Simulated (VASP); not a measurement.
Output of a VASP run:

### OUTCAR
```
 ion  position               nearest neighbor table
   1  0.000  0.000  0.000-   2 2.46   2 2.46   2 2.46   2 2.46
   2  0.250  0.250  0.250-   1 2.46   1 2.46   1 2.46   1 2.46
  LATTYP: Found a face centered cubic cell.
 ALAT       =     5.6700000000
 Subroutine PRICEL returns:
 Original cell was already a primitive cell.
 Subroutine GETGRP returns: Found 24 space group operations
The static configuration has the point symmetry T_d .
The dynamic configuration has the point symmetry T_d .
 Subroutine INISYM returns: Found 24 space group operations
 Subroutine IBZKPT returns following result:
 Found     20 irreducible k-points:

 Following reciprocal coordinates:
            Coordinates               Weight
  0.000000  0.000000  0.000000      1.000000
  0.142857  0.000000  0.000000      8.000000
  0.285714  0.000000  0.000000      8.000000
  0.428571  0.000000  0.000000      8.000000
  0.142857  0.142857  0.000000      6.000000
  0.285714  0.142857  0.000000     24.000000
  0.428571  0.142857  0.000000     24.000000
 -0.428571  0.142857  0.000000     24.000000
 -0.285714  0.142857  0.000000     24.000000
 -0.142857  0.142857  0.000000     12.000000
  0.285714  0.285714  0.000000      6.000000
  0.428571  0.285714  0.000000     24.000000
 -0.428571  0.285714  0.000000     24.000000
 -0.285714  0.285714  0.000000     12.000000
  0.428571  0.428571  0.000000      6.000000
 -0.428571  0.428571  0.000000     12.000000
  0.428571  0.285714  0.142857     24.000000
 -0.428571  0.285714  0.142857     48.000000
 -0.428571  0.428571  0.142857     24.000000
 -0.285714  0.428571  0.142857     24.000000
   k-points           NKPTS =     20   k-points in BZ     NKDIM =     20   number of bands    NBANDS=     13
   number of dos      NEDOS =    301   number of ions     NIONS =      2
   total plane-waves  NPLWV =  27000
   dimension x,y,z NGX =    30 NGY =   30 NGZ =   30
   dimension x,y,z NGXF=    60 NGYF=   60 NGZF=   60
   ions per type =               1   1
   PREC   = accura    normal or accurate (medium, high low for compatibility)
   ISTART =      0    job   : 0-new  1-cont  2-samecut
   ICHARG =      2    charge: 1-file 2-atom 10-const
   ISPIN  =      1    spin polarized calculation?
   LNONCOLLINEAR =      F non collinear calculations
   LSORBIT =      F    spin-orbit coupling
   INIWAV =      1    electr: 0-lowe 1-rand  2-diag
   ENCUT  =  520.0 eV  38.22 Ry    6.18 a.u.   7.45  7.45  7.45*2*pi/ulx,y,z
   NELM   =    100;   NELMIN=  2; NELMDL= -5     # of ELM steps
   EDIFF  = 0.1E-05   stopping-criterion for ELM
   LREAL  =      F    real-space projection
   NLSPLINE    = F    spline interpolate recip. space projectors
   LMAXMIX     =    4 max onsite mixed and CHGCAR
   VOSKOWN=      0    Vosko Wilk Nusair interpolation
   EDIFFG = -.1E-01   stopping-criterion for IOM
   NSW    =     60    number of steps for IOM
   NBLOCK =      1;   KBLOCK =     60    inner block; outer block
   IBRION =      2    ionic relax: 0-MD 1-quasi-New 2-CG
   NFREE  =      1    steps in history (QN), initial steepest desc. (CG)
   ISIF   =      3    stress and relaxation
   ISYM   =      2    0-nonsym 1-usesym 2-fastsym
   TEIN   =    0.0    initial temperature
   TEBEG  =    0.0;   TEEND  =   0.0 temperature during run
   SMASS  =  -3.00    Nose mass-parameter (am)
   PSTRESS=    0.0 pullay stress
   NELECT =      18.0000    total number of electrons
   EFERMI =   0.00;   METHOD = LEGACY
   ISMEAR =     0;   SIGMA  =   0.05  broadening in eV -4-tet -1-fermi 0-gaus
   IALGO  =     38    algorithm
   LDIAG  =      T    sub-space diagonalisation (order eigenvalues)
   IMIX   =      4    mixing-type and parameters
     AMIX     =   0.40;   BMIX     =  1.00
     AMIX_MAG =   1.60;   BMIX_MAG =  1.00
     AMIN     =   0.10
   METAGGA = R2SCAN    functional components
   VOSKOWN =     0    Vosko Wilk Nusair interpolation
   LHFCALC =     F    Hartree Fock is set to
   LHFONE  =     F    Hartree Fock one center treatment
...
```

OSZICAR:
```
       N       E                     dE             d eps       ncg     rms          rms(c)
DAV:   1     0.623312655456E+02    0.62331E+02   -0.92615E+03   520   0.160E+03
DAV:   2    -0.223889130120E+02   -0.84720E+02   -0.80824E+02   555   0.273E+02
DAV:   3    -0.276433120564E+02   -0.52544E+01   -0.52313E+01   645   0.704E+01
DAV:   4    -0.276885008642E+02   -0.45189E-01   -0.45181E-01   570   0.695E+00
DAV:   5    -0.276887231891E+02   -0.22232E-03   -0.22232E-03   615   0.453E-01    0.523E+00
DAV:   6    -0.248700001109E+02    0.28187E+01   -0.18426E+00   600   0.419E+01    0.496E+00
DAV:   7    -0.248293459097E+02    0.40654E-01   -0.48821E-01   520   0.140E+01    0.221E+00
DAV:   8    -0.248667667395E+02   -0.37421E-01   -0.16556E-01   530   0.457E+00    0.606E-01
DAV:   9    -0.248449172901E+02    0.21849E-01   -0.15966E-01   520   0.392E+00    0.231E-01
DAV:  10    -0.249066804313E+02   -0.61763E-01   -0.52043E-02   520   0.223E+00    0.973E-02
DAV:  11    -0.249082480575E+02   -0.15676E-02   -0.16788E-03   595   0.515E-01    0.609E-02
DAV:  12    -0.249076877041E+02    0.56035E-03   -0.34287E-04   525   0.273E-01    0.234E-02
DAV:  13    -0.249082401985E+02   -0.55249E-03   -0.45034E-04   530   0.250E-01    0.976E-03
DAV:  14    -0.249082640879E+02   -0.23889E-04   -0.34806E-05   540   0.627E-02    0.399E-03
DAV:  15    -0.249082700216E+02   -0.59337E-05   -0.45249E-06   565   0.443E-02    0.262E-03
DAV:  16    -0.249082721070E+02   -0.20854E-05   -0.12514E-06   370   0.164E-02    0.191E-03
DAV:  17    -0.249082725137E+02   -0.40673E-06   -0.33952E-07   315   0.841E-03
   1 F= -.24908273E+02 E0= -.24908273E+02  d E =-.249083E+02
```

File OUTCAR:
```
------------------------ aborting loop because EDIFF is reached ----------------------------------------
  FORCE on cell =-STRESS in cart. coord.  units (eV):
  Direction    XX          YY          ZZ          XY          YZ          ZX
  --------------------------------------------------------------------------------------
  Total       -0.0118773     -0.0118773     -0.0118773     -0.0000000     -0.0000000     -0.0000000
  in kB       -0.4175783     -0.4175783     -0.4175783     -0.0000000     -0.0000000     -0.0000000
  external PRESSURE =      -0.4175783 kB  Pullay stress =       0.0000000 kB
  volume of cell :       45.57
      direct lattice vectors                 reciprocal lattice vectors
     0.000000000  2.835000000  2.835000000    -0.176366843  0.176366843  0.176366843
     2.835000000  0.000000000  2.835000000     0.176366843 -0.176366843  0.176366843
     2.835000000  2.835000000  0.000000000     0.176366843  0.176366843 -0.176366843
  FREE ENERGIE OF THE ION-ELECTRON SYSTEM (eV)
  ---------------------------------------------------
  free  energy   TOTEN  =       -24.9082725137 eV

  energy  without entropy=      -24.9082725137  energy(sigma->0) =      -24.90827251

 reached required accuracy - stopping structural energy minimisation
```
(Selected blocks of OUTCAR.)

File POSCAR:
```
ZnSe
1
    0.0000000000     2.8350000000     2.8350000000
    2.8350000000     0.0000000000     2.8350000000
    2.8350000000     2.8350000000     0.0000000000
Zn Se
1 1
Direct
  0.0000000000   0.0000000000   0.0000000000
  0.2500000000   0.2500000000   0.2500000000
```

Task: Write an INCAR and KPOINTS that could have produced this output.

Result: One answer among several that fit: the input of the run itself, r2SCAN meta-GGA, plane waves, VASP's PBE PAW potentials (set 64).

KPOINTS:
```
kpoints
0
G
7 7 7
```

### INCAR
```
SYSTEM = ZnSe
PREC = Accurate
ENCUT = 520
EDIFF = 1E-6
NELM = 100
ALGO = Normal
LREAL = .FALSE.
LASPH = .TRUE.
ISMEAR = 0
SIGMA = 0.05
METAGGA = R2SCAN
LMIXTAU = .TRUE.
LMAXMIX = 4
LWAVE = .FALSE.
LCHARG = .FALSE.
IBRION = 2
ISIF = 3
NSW = 60
EDIFFG = -0.01
```

POTCAR, in this order: Zn Se (PBE.64 set). Program: vasp_std.

The compound is ZnSe in the zinc blende structure. The cell was not relaxed at this level.
